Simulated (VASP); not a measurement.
All values below come from PBE GGA, VASP's PBE PAW potentials (set 64) (plane waves; VASP 6.6.1).

A VASP calculation is set up with these files.

**INCAR**
```
# general
SYSTEM   =  Ga
PREC     =  Accurate
ENCUT    =  500
LREAL    =  .False.
LASPH    =  .True.

# electronic loop
EDIFF    =  1E-6
NELM     =  100
ALGO     =  Normal
LMAXMIX  =  4

# smearing
ISMEAR   =  1
SIGMA    =  0.1

# functional
GGA      =  PE

# ions
IBRION   =  2
NSW      =  40
ISIF     =  3
EDIFFG   =  -0.02
PSTRESS  =  200

# output
LWAVE    =  .False.
LCHARG   =  .False.
```

**POSCAR**
```
Ga
1
    2.1011589930    -3.6271024888    -0.0000000000
    2.1011589930     3.6271024888     0.0000000000
    0.0000000000    -0.0000000000     4.2467420446
Ga
4
Direct
  0.1541184526   0.8458815474   0.9173874297
  0.3458815474   0.6541184526   0.4173874297
  0.6541184526   0.3458815474   0.5826125703
  0.8458815474   0.1541184526   0.0826125703
```

**KPOINTS**
```
Automatic mesh
0
gamma
8 8 7
```

POTCAR, in this order: Ga_d (PBE.64 set). Program: vasp_std.

The resulting files:

File OUTCAR:
```
 ion  position               nearest neighbor table
   1  0.154  0.846  0.917-   4 2.34   3 2.54   3 2.54   2 2.54   2 2.54   4 2.62   4 2.62
   2  0.346  0.654  0.417-   3 2.34   4 2.54   4 2.54   1 2.54   1 2.54   3 2.62   3 2.62
   3  0.654  0.346  0.583-   2 2.34   1 2.54   1 2.54   4 2.54   4 2.54   2 2.62   2 2.62
   4  0.846  0.154  0.083-   1 2.34   2 2.54   2 2.54   3 2.54   3 2.54   1 2.62   1 2.62
  LATTYP: Found a base centered orthorhombic cell.
 ALAT       =     4.2023179860
 B/A-ratio  =     1.7262389476
 C/A-ratio  =     1.0105713225
 Subroutine PRICEL returns:
 Original cell was already a primitive cell.
 Subroutine GETGRP returns: Found  8 space group operations
The static configuration has the point symmetry C_2h.
 The point group associated with its full space group is D_2h.
The dynamic configuration has the point symmetry C_2h.
 Subroutine INISYM returns: Found  8 space group operations
 Subroutine IBZKPT returns following result:
 Found     84 irreducible k-points:

 Following reciprocal coordinates:
            Coordinates               Weight
  0.000000  0.000000  0.000000      1.000000
  0.125000  0.000000  0.000000      4.000000
  0.250000  0.000000  0.000000      4.000000
  0.375000  0.000000  0.000000      4.000000
  0.500000  0.000000  0.000000      2.000000
  0.125000  0.125000  0.000000      2.000000
  0.250000  0.125000  0.000000      4.000000
  0.375000  0.125000  0.000000      4.000000
  0.500000  0.125000  0.000000      4.000000
 -0.375000  0.125000  0.000000      4.000000
 -0.250000  0.125000  0.000000      4.000000
 -0.125000  0.125000  0.000000      2.000000
  0.250000  0.250000  0.000000      2.000000
  0.375000  0.250000  0.000000      4.000000
  0.500000  0.250000  0.000000      4.000000
 -0.375000  0.250000  0.000000      4.000000
 -0.250000  0.250000  0.000000      2.000000
  0.375000  0.375000  0.000000      2.000000
  0.500000  0.375000  0.000000      4.000000
...
```

OSZICAR:
```
       N       E                     dE             d eps       ncg     rms          rms(c)
DAV:   1     0.345277058964E+03    0.34528E+03   -0.25393E+04  5390   0.328E+03
DAV:   2     0.276773196925E+02   -0.31760E+03   -0.31197E+03  5369   0.551E+02
DAV:   3    -0.983426501006E+01   -0.37512E+02   -0.37221E+02  5740   0.152E+02
DAV:   4    -0.109102793447E+02   -0.10760E+01   -0.10706E+01  6031   0.300E+01
DAV:   5    -0.109327809459E+02   -0.22502E-01   -0.22499E-01  6253   0.437E+00    0.316E+00
DAV:   6    -0.108247854570E+02    0.10800E+00   -0.27253E-01  6361   0.835E+00    0.169E+00
DAV:   7    -0.107978508446E+02    0.26935E-01   -0.74687E-02  7390   0.351E+00    0.358E-01
DAV:   8    -0.107955284218E+02    0.23224E-02   -0.18728E-02  5818   0.166E+00    0.514E-02
DAV:   9    -0.107956944549E+02   -0.16603E-03   -0.13943E-03  5891   0.456E-01    0.293E-02
DAV:  10    -0.107956994416E+02   -0.49868E-05   -0.32416E-04  6137   0.233E-01    0.672E-03
DAV:  11    -0.107956998345E+02   -0.39283E-06   -0.51480E-05  6019   0.977E-02    0.529E-03
DAV:  12    -0.107956995033E+02    0.33119E-06   -0.10818E-05  6088   0.405E-02    0.610E-04
DAV:  13    -0.107956996529E+02   -0.14960E-06   -0.10759E-06  3569   0.992E-03
   1 F= -.27154639E+01 E0= -.27155646E+01  d E =-.271546E+01
```

File OUTCAR:
```
------------------------ aborting loop because EDIFF is reached ----------------------------------------
  FORCE on cell =-STRESS in cart. coord.  units (eV):
  Direction    XX          YY          ZZ          XY          YZ          ZX
  --------------------------------------------------------------------------------------
  Total        8.0959375      8.1266348      8.0445748      0.0000000      0.0000000      0.0000000
  in kB      200.3886436    201.1484564    199.1173279      0.0000000      0.0000000      0.0000000
  external PRESSURE =       0.2181426 kB  Pullay stress =     200.0000000 kB
  volume of cell :       64.73
      direct lattice vectors                 reciprocal lattice vectors
     2.101158993 -3.627102489  0.000000000     0.237963905 -0.137851081  0.000000000
     2.101158993  3.627102489  0.000000000     0.237963905  0.137851081  0.000000000
     0.000000000  0.000000000  4.246742045     0.000000000  0.000000000  0.235474627
 POSITION                                       TOTAL-FORCE (eV/Angst)
 -----------------------------------------------------------------------------------
      2.10116      2.50910      3.89591         0.000000     -0.006798      0.008395
      2.10116      1.11801      1.77254         0.000000      0.006798      0.008395
      2.10116     -1.11801      2.47421         0.000000     -0.006798     -0.008395
      2.10116     -2.50910      0.35083         0.000000      0.006798     -0.008395
 -----------------------------------------------------------------------------------
    total drift:                                0.000000      0.000000      0.000000
  FREE ENERGIE OF THE ION-ELECTRON SYSTEM (eV)
  ---------------------------------------------------
  free  energy   TOTEN  =       -10.7956996529 eV

  energy  without entropy=      -10.7960019714  energy(sigma->0) =      -10.79580043
  enthalpy is  TOTEN    =        -2.7154638555 eV   P V=        8.0802357973

 reached required accuracy - stopping structural energy minimisation
```
(Selected blocks of OUTCAR.)

The compound is Ga in the alpha structure. It was relaxed first under an external pressure of 20 GPa.
